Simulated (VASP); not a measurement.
Level of theory: PBE GGA, VASP's PBE PAW potentials (set 64) (plane waves; VASP).

The input files of a VASP run:

KPOINTS:
```
Automatic mesh
0
Gamma
8 8 6
0 0 0
```

**INCAR**
```
SYSTEM = NiSb
SIGMA = 0.1   # width (eV)
ISIF = 2   # forces and stress, cell fixed
NELM = 100   # most electronic steps
ISYM = 0
LMAXMIX = 4
LASPH = T   # aspherical one-centre terms
GGA = PE   # PBE
EDIFF = 1E-6
ALGO = Normal   # blocked Davidson
ENCUT = 400
PREC = Accurate
LREAL = F
ISMEAR = 1
LWAVE = F
LCHARG = F
```

### POSCAR
```
NiSb
3.9515750
  0.4965427709  -0.8680121217   0.0000000000
  0.4965427709   0.8680121217   0.0000000000
  0.0000000000   0.0000000000   1.2877637398
Ni Sb
2 2
Cart
  0.0000000000   0.0000000000   0.6438818699
  0.0000000000   0.0000000000   0.0000000000
  0.4965427709   0.2893379526   0.3219409349
  0.5194701368  -0.2893379526   0.9658228048
```

POTCAR, in this order: Ni Sb (PBE.64 set). Program: vasp_std.

What VASP printed:

### OUTCAR
```
 ion  position               nearest neighbor table
   1  0.000  0.000  0.500-   4 2.54   2 2.54   2 2.54   3 2.60   3 2.60   3 2.62   4 2.62   4 2.67
 Subroutine IBZKPT returns following result:
 Found    196 irreducible k-points:

 Following reciprocal coordinates:
            Coordinates               Weight
  0.000000  0.000000  0.000000      1.000000
  0.125000  0.000000  0.000000      2.000000
  0.000000  0.125000  0.000000      2.000000
  0.250000  0.000000  0.000000      2.000000
  0.000000  0.250000  0.000000      2.000000
  0.375000 -0.000000  0.000000      2.000000
 -0.000000  0.375000  0.000000      2.000000
  0.500000  0.000000  0.000000      1.000000
  0.000000  0.500000  0.000000      1.000000
  0.125000  0.125000  0.000000      2.000000
  0.250000  0.125000  0.000000      2.000000
  0.125000  0.250000  0.000000      2.000000
  0.375000  0.125000  0.000000      2.000000
  0.125000  0.375000  0.000000      2.000000
  0.500000  0.125000  0.000000      2.000000
  0.125000  0.500000  0.000000      2.000000
 -0.375000  0.125000  0.000000      2.000000
  0.125000 -0.375000  0.000000      2.000000
 -0.250000  0.125000  0.000000      2.000000
  0.125000 -0.250000  0.000000      2.000000
 -0.125000  0.125000  0.000000      2.000000
  0.250000  0.250000  0.000000      2.000000
  0.375000  0.250000  0.000000      2.000000
  0.250000  0.375000  0.000000      2.000000
  0.500000  0.250000  0.000000      2.000000
  0.250000  0.500000  0.000000      2.000000
 -0.375000  0.250000  0.000000      2.000000
  0.250000 -0.375000  0.000000      2.000000
 -0.250000  0.250000  0.000000      2.000000
  0.375000  0.375000  0.000000      2.000000
  0.500000  0.375000  0.000000      2.000000
  0.375000  0.500000  0.000000      2.000000
 -0.375000  0.375000  0.000000      2.000000
  0.500000  0.500000  0.000000      1.000000
  0.000000  0.000000  0.166667      2.000000
  0.125000  0.000000  0.166667      2.000000
 -0.125000  0.000000  0.166667      2.000000
  0.000000  0.125000 -0.166667      2.000000
  0.000000 -0.125000 -0.166667      2.000000
  0.250000  0.000000  0.166667      2.000000
   k-points           NKPTS =    196   k-points in BZ     NKDIM =    196   number of bands    NBANDS=     19
   number of dos      NEDOS =    301   number of ions     NIONS =      4
   total plane-waves  NPLWV =  28224
   dimension x,y,z NGX =    28 NGY =   28 NGZ =   36
   dimension x,y,z NGXF=    56 NGYF=   56 NGZF=   72
   ions per type =               2   2
   PREC   = accura    normal or accurate (medium, high low for compatibility)
   ISTART =      0    job   : 0-new  1-cont  2-samecut
   ICHARG =      2    charge: 1-file 2-atom 10-const
   ISPIN  =      1    spin polarized calculation?
   LNONCOLLINEAR =      F non collinear calculations
   LSORBIT =      F    spin-orbit coupling
   INIWAV =      1    electr: 0-lowe 1-rand  2-diag
   ENCUT  =  400.0 eV  29.40 Ry    5.42 a.u.   6.44  6.44  8.30*2*pi/ulx,y,z
   NELM   =    100;   NELMIN=  2; NELMDL= -5     # of ELM steps
   EDIFF  = 0.1E-05   stopping-criterion for ELM
   LREAL  =      F    real-space projection
   NLSPLINE    = F    spline interpolate recip. space projectors
   LMAXMIX     =    4 max onsite mixed and CHGCAR
   VOSKOWN=      0    Vosko Wilk Nusair interpolation
   EDIFFG = 0.1E-04   stopping-criterion for IOM
   NSW    =      0    number of steps for IOM
   NBLOCK =      1;   KBLOCK =      1    inner block; outer block
   IBRION =     -1    ionic relax: 0-MD 1-quasi-New 2-CG
   NFREE  =      0    steps in history (QN), initial steepest desc. (CG)
   ISIF   =      2    stress and relaxation
   ISYM   =      0    0-nonsym 1-usesym 2-fastsym
   TEIN   =    0.0    initial temperature
...
```

OSZICAR:
```
       N       E                     dE             d eps       ncg     rms          rms(c)
DAV:   1     0.152070943823E+03    0.15207E+03   -0.10658E+04  7456   0.132E+03
DAV:   2    -0.135796729981E+02   -0.16565E+03   -0.16107E+03  7517   0.298E+02
DAV:   3    -0.214271788067E+02   -0.78475E+01   -0.75764E+01  8441   0.788E+01
DAV:   4    -0.216513018837E+02   -0.22412E+00   -0.22227E+00  8389   0.128E+01
DAV:   5    -0.216585693442E+02   -0.72675E-02   -0.72639E-02  9018   0.241E+00    0.133E+01
DAV:   6    -0.242862563655E+02   -0.26277E+01   -0.35305E+01  8113   0.108E+02    0.173E+01
DAV:   7    -0.202617778091E+02    0.40245E+01   -0.13062E+01  8092   0.758E+01    0.396E+00
DAV:   8    -0.203199957044E+02   -0.58218E-01   -0.15943E+00 10531   0.116E+01    0.274E+00
DAV:   9    -0.202543329488E+02    0.65663E-01   -0.26506E-01  8362   0.909E+00    0.639E-01
DAV:  10    -0.202550577724E+02   -0.72482E-03   -0.88503E-03  8078   0.926E-01    0.488E-01
DAV:  11    -0.202557069314E+02   -0.64916E-03   -0.49431E-03 10595   0.214E+00    0.424E-01
DAV:  12    -0.202545801179E+02    0.11268E-02   -0.41889E-03 10225   0.203E+00    0.118E-01
DAV:  13    -0.202544745379E+02    0.10558E-03   -0.79966E-04 10209   0.403E-01    0.371E-02
DAV:  14    -0.202544766642E+02   -0.21263E-05   -0.55169E-05 11110   0.930E-02    0.356E-02
DAV:  15    -0.202544757171E+02    0.94710E-06   -0.61997E-06  7901   0.309E-02
   1 F= -.20254476E+02 E0= -.20254505E+02  d E =0.888269E-04
```

**OUTCAR**
```
------------------------ aborting loop because EDIFF is reached ----------------------------------------
  FORCE on cell =-STRESS in cart. coord.  units (eV):
  Direction    XX          YY          ZZ          XY          YZ          ZX
  --------------------------------------------------------------------------------------
  Total        1.7679374      1.1353289      1.8664238      0.6127813     -0.0000418     -0.0002243
  in kB       41.3540583     26.5566296     43.6577663     14.3336494     -0.0009766     -0.0052456
  external PRESSURE =      37.1894847 kB  Pullay stress =       0.0000000 kB
  volume of cell :       68.50
      direct lattice vectors                 reciprocal lattice vectors
     1.962126000 -3.430015000  0.000000000     0.254825633 -0.145771957  0.000000000
     1.962126000  3.430015000  0.000000000     0.254825633  0.145771957  0.000000000
     0.000000000  0.000000000  5.088695000     0.000000000  0.000000000  0.196514037
 POSITION                                       TOTAL-FORCE (eV/Angst)
 -----------------------------------------------------------------------------------
      0.00000      0.00000      2.54435         0.310680      0.035306     -0.036570
      0.00000      0.00000      0.00000         0.310670      0.035302      0.036567
      1.96213      1.14334      1.27217         0.076013      0.055041     -0.000004
      2.05273     -1.14334      3.81652        -0.697363     -0.125649      0.000007
 -----------------------------------------------------------------------------------
    total drift:                               -0.000014      0.000009      0.000011
  FREE ENERGIE OF THE ION-ELECTRON SYSTEM (eV)
  ---------------------------------------------------
  free  energy   TOTEN  =       -20.2544757171 eV

  energy  without entropy=      -20.2545645440  energy(sigma->0) =      -20.25450533
```
(Selected blocks of OUTCAR.)

**OUTCAR**
```
 val. band max:       10.1038058026   @ k =   0.2500   0.0000   0.3333

 cond. band min:      10.1312543726   @ k =   0.3750   0.3750   0.0000


 Fermi energy:        10.1052155473

 k-point     1 :       0.0000    0.0000    0.0000
  band No.  band energies     occupation
      1      -2.9476      2.00000
      2       1.6832      2.00000
      3       3.8261      2.00000
      4       6.0802      2.00000
      5       6.1238      2.00000
      6       6.8726      2.00000
      7       7.4532      2.00000
      8       7.4818      2.00000
      9       7.9468      2.00000
     10       7.9531      2.00000
     11       8.7293      2.00000
     12       8.7738      2.00000
     13      10.0737      1.50484
     14      10.3795     -0.00073
     15      10.8139     -0.00000
     16      12.3610      0.00000
     17      12.5913      0.00000
     18      13.1296      0.00000
     19      14.1143      0.00000

 k-point     2 :       0.1250    0.0000    0.0000
  band No.  band energies     occupation
      1      -2.7517      2.00000
      2       1.6583      2.00000
      3       4.0448      2.00000
      4       6.0587      2.00000
      5       6.1179      2.00000
      6       6.8031      2.00000
      7       7.3259      2.00000
      8       7.3932      2.00000
      9       7.8384      2.00000
     10       7.9865      2.00000
     11       8.7295      2.00000
     12       8.7643      2.00000
     13       9.5350      2.00000
     14       9.8517      2.00197
     15      10.0126      2.03136
     16      11.6483     -0.00000
     17      13.0957      0.00000
     18      13.7165      0.00000
     19      14.5980      0.00000

 k-point     3 :       0.0000    0.1250    0.0000
  band No.  band energies     occupation
      1      -2.7521      2.00000
      2       1.6644      2.00000
      3       4.0470      2.00000
      4       6.0603      2.00000
      5       6.1624      2.00000
      6       6.7702      2.00000
      7       7.3179      2.00000
...
```

Unless said otherwise, spin-orbit coupling is left out, though it shifts the bands of the heavy elements here.

The compound is NiSb in the NiAs type structure. The cell was not relaxed at this level, atoms are displaced from their ideal sites. The run is one of a series of settings (ISYM = 0 against the base run), some of them coarse on purpose. The run is not spin-polarised, so no magnetic state was tried.
